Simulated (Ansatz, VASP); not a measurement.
## Two plane-wave programs on BiB

```
B Bi
1.0
     3.37013    0.00000    0.00000
     0.00000    3.37013    0.00000
     0.00000    0.00000    3.37013
B Bi
1 1
Direct
  0.00000 0.00000 0.00000
  0.50000 0.50000 0.50000
```

Alike in both runs: task single point; functional PBE; k mesh 5 × 5 × 5; occupations fermi-dirac, width 0.02 eV; no spin polarisation.

|  | VASP | Ansatz |
| --- | --- | --- |
| version | VASP 6.6.1 | Ansatz 0.2.0 |
| potentials or method | VASP PAW PBE potentials, release 64 (B, Bi_d) | plane waves |
| plane-wave cutoff (eV) | 520 | 420 |
| valence electrons in the cell | 18 | 18 |

```csv
,VASP,Ansatz,Ansatz less VASP
pressure (GPa),0.6,0.6,+0.02
```

The functional is the same, so the differences come from potentials, cutoffs and numerics.

Caveats: the k mesh is coarse (spacing up to 0.37 Å⁻¹), so the values aren't converged.
